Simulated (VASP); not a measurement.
A convergence study with VASP on MgB$_{2}$ (AlB2 type): one setting is varied, all else stays as given below, so the limit is that of these other settings.

```
MgB2
1.0
    1.54500    -2.67602     0.00000
    1.54500     2.67602     0.00000
    0.00000     0.00000     3.52000
Mg B
1 2
Direct
  0.00000   0.00000   0.00000
  0.33333   0.66667   0.50000
  0.66667   0.33333   0.50000
```

All values below come from PBE GGA, VASP's PBE PAW potentials (set 64) (plane waves; VASP 6.6.1). The tightest run used: 700 eV cut-off, 21×21×16 Γ-centred mesh, tetrahedra with Blöchl corrections, potentials Mg B.

```csv
setting,E (eV/atom),pressure (GPa),irreducible k-points
3×3×2 mesh,-4.9152,-1.33,6
4×4×3 mesh,-5.0697,-1.60,8
5×5×4 mesh,-5.1068,-1.74,15
6×6×5 mesh,-5.1130,-1.73,21
7×7×5 mesh,-5.1124,-1.72,24
8×8×6 mesh,-5.1098,-1.69,40
9×9×7 mesh,-5.1087,-1.69,48
10×10×8 mesh,-5.1085,-1.70,70
11×11×8 mesh,-5.1084,-1.71,80
```

Problem. These are the cheaper rows. Estimate the results at 21×21×16 mesh, and how far the last row shown lies from them.

Solution. 
| quantity | tightest run | last row shown is off by |
|---|---|---|
| E (eV/atom) | -5.1082 | -0.0001 |
| pressure (GPa) | -1.73 | 0.02 |

Left out are rungs that failed or repeat a setting and relaxations that didn't move; long series are thinned to 24 rows.

The compound is MgB2 in the AlB2 type structure. The cell was not relaxed at this level.
